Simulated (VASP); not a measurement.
GaP (zinc blende) relaxed at rising pressure, in one space group throughout; other phases were not tried. The pressures are those reached. Level of theory: PBE GGA, VASP's PBE PAW potentials (set 64) (plane waves; VASP).

| P (GPa) | V (Å³/atom) | k-mesh |
|---|---|---|
| 0.14 | 20.808 | 8×8×8 |
| 4.93 | 19.703 | 8×8×8 |
| 9.91 | 18.813 | 9×9×9 |
| 19.97 | 17.477 | 9×9×9 |
| 30.00 | 16.497 | 9×9×9 |

A change of mesh leaves a small step in the series.

Problem. Fit an equation of state and predict the volume at 44.90 GPa.

Solution. Least squares on the third-order Birch-Murnaghan form, P = (3B0/2)(y⁷ − y⁵)[1 + (3/4)(B′ − 4)(y² − 1)] with y = (V0/V)^(1/3), gives V0 = 20.844 Å³/atom, B0 = 78 GPa and B′ = 4.3, and so 15.410 Å³/atom. The run gave 15.400 Å³/atom, -0.1 % from the fit.

Pressures at which the relaxation failed are left out.

The compound is GaP in the zinc blende structure.
